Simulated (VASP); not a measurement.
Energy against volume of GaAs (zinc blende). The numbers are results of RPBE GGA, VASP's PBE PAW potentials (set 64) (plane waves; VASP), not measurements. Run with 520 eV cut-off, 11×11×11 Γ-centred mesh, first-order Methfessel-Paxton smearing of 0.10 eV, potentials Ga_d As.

```csv
V (Å³/atom),E (eV/atom)
23.765,-3.79654
24.500,-3.80054
25.235,-3.79705
25.970,-3.78719
```

Task: Fit these four points and predict the energy of the run at 23.030 Å³/atom.

Result: A cubic in V^(−2/3), the third-order Birch-Murnaghan form, passes through the four points with V0 = 24.51 Å³/atom and B0 = 54 GPa, and gives -3.7837 eV/atom there. The run gave -3.7835 eV/atom, +0.2 meV/atom from the fit; all five points give B0 = 55 GPa.

The compound is GaAs in the zinc blende structure. It was relaxed first, which changed the volume by +9 %.
